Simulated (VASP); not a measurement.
An input for Quantum ESPRESSO's pw.x (written as the equivalent of a VASP run, and not itself run):

```
&CONTROL
  calculation = 'scf'
  pseudo_dir = './pseudo'
  outdir = './out'
  tprnfor = .true.
  tstress = .true.
/
&SYSTEM
  ibrav = 0
  nat = 4
  ntyp = 2
  ecutwfc = 82
  occupations = 'smearing'
  smearing = 'gaussian'
  degauss = 0.000735
  input_dft = 'pbe'
/
&ELECTRONS
  conv_thr = 7.3e-08
  electron_maxstep = 100
/
ATOMIC_SPECIES
  Si 28.085 Si.upf
  C 12.011 C.upf
CELL_PARAMETERS angstrom
     3.0206460    0.0000000    0.0000000
    -1.5103230    2.6159560    0.0000000
     0.0000000    0.0000000    4.9584720
ATOMIC_POSITIONS crystal
  Si   0.3333330  0.6666670  0.4996000
  Si   0.6666670  0.3333330  0.9996000
  C    0.3333330  0.6666670  0.8754000
  C    0.6666670  0.3333330  0.3754000
K_POINTS automatic
  5 5 3 0 0 0
```

Task: Write the VASP files for the same calculation (PBE).

Result: One answer among several that fit: 
INCAR:
```
! general
SYSTEM  =  SiC
PREC    =  Accurate
ENCUT   =  400   ! plane-wave cut-off (eV)
LREAL   =  .FALSE.   ! projection in real space or not
LASPH   =  .TRUE.   ! aspherical one-centre terms

! electronic loop
EDIFF   =  1E-6   ! SCF stop (eV)
NELM    =  100   ! most electronic steps
ALGO    =  Normal   ! blocked Davidson

! smearing
ISMEAR  =  0   ! Gaussian
SIGMA   =  0.01

! functional
GGA     =  PE

! ions
ISIF    =  2   ! forces and stress, cell fixed

! output
LWAVE   =  .FALSE.
LCHARG  =  .FALSE.
```

### KPOINTS
```
Automatic mesh
0
gamma
 5 5 3
0 0 0
```

File POSCAR:
```
SiC
1
    3.0206460000     0.0000000000     0.0000000000
   -1.5103230000     2.6159560000     0.0000000000
    0.0000000000     0.0000000000     4.9584720000
Si C
2 2
Direct
  0.3333330000   0.6666670000   0.4996000000
  0.6666670000   0.3333330000   0.9996000000
  0.3333330000   0.6666670000   0.8754000000
  0.6666670000   0.3333330000   0.3754000000
```

POTCAR, in this order: Si C (PBE.64 set). Program: vasp_std.

Limits of the translation: the potentials are each code's own (VASP's PAW set, PseudoDojo norm-conserving files in pw.x), so ENCUT and ecutwfc are chosen apart and not converted; conv_thr bounds pw.x's estimated SCF error, while EDIFF bounds the energy change between steps.

The structure comes from a computed database's SiC entry; how it stands against other phases isn't given here. The cell was not relaxed at this level. The k-mesh is coarse (spacing up to 0.48 per Å, 2π included), so the numbers may not be converged in it. The run is one of a series of settings (KPOINTS 5×5×3 Γ-centred mesh against the base run), some of them coarse on purpose.
